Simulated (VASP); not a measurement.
Input for VASP

File KPOINTS:
```
kpoints
0
gamma
6 6 4
0 0 0
```

### INCAR
```
LCHARG = .False.
NSW = 60   ! most ionic steps
ALGO = Normal   ! blocked Davidson
LWAVE = .False.
SIGMA = 0.05   ! width (eV)
ISMEAR = 0   ! Gaussian
LASPH = .True.   ! aspherical one-centre terms
IBRION = 2
EDIFF = 1E-6
ISIF = 3
PREC = Accurate
EDIFFG = -0.02   ! ionic stop
ENCUT = 400   ! plane-wave cut-off (eV)
LMAXMIX = 4   ! l cut-off of mixed one-centre charges
LREAL = .False.   ! projection in real space or not
NELM = 100
SYSTEM = Se
```

POSCAR:
```
Se
1.0
  2.0042216661  -3.4714137444   0.0000000000
  2.0042216661   3.4714137444   0.0000000000
  0.0000000000   0.0000000000   5.0432255048
Se
3
direct
  1.0000000000   0.2542778122   0.6666670000
  0.7457221878   0.7457221878   0.0000000000
  0.2542778122   1.0000000000   0.3333330000
```

POTCAR, in this order: Se (LDA.64 set). Program: vasp_std.

Translate this LDA calculation to Quantum ESPRESSO's pw.x.

One equivalent input (not run):
```
&CONTROL
  calculation = 'vc-relax'
  pseudo_dir = './pseudo'
  outdir = './out'
  tprnfor = .true.
  tstress = .true.
  nstep = 60
  forc_conv_thr = 0.00078
/
&SYSTEM
  ibrav = 0
  nat = 3
  ntyp = 1
  ecutwfc = 86
  occupations = 'smearing'
  smearing = 'gaussian'
  degauss = 0.003675
  input_dft = 'pz'
/
&ELECTRONS
  conv_thr = 7.3e-08
  electron_maxstep = 100
/
&IONS
/
&CELL
/
ATOMIC_SPECIES
  Se 78.971 Se.upf
CELL_PARAMETERS angstrom
     2.0042217   -3.4714137   -0.0000000
     2.0042217    3.4714137    0.0000000
     0.0000000   -0.0000000    5.0432255
ATOMIC_POSITIONS crystal
  Se   1.0000000  0.2542778  0.6666670
  Se   0.7457222  0.7457222  0.0000000
  Se   0.2542778  1.0000000  0.3333330
K_POINTS automatic
  6 6 4 0 0 0
```
The two are equivalent in intent, not identical: the potentials are each code's own (VASP's PAW set, PseudoDojo norm-conserving files in pw.x), so ENCUT and ecutwfc are chosen apart and not converted; conv_thr bounds pw.x's estimated SCF error, while EDIFF bounds the energy change between steps; forc_conv_thr acts on force components and is met together with etot_conv_thr.

The compound is Se in the trig structure. This run relaxes it. Symmetry was kept, so distortions that lower it aren't found. The start is the result of an earlier pass.
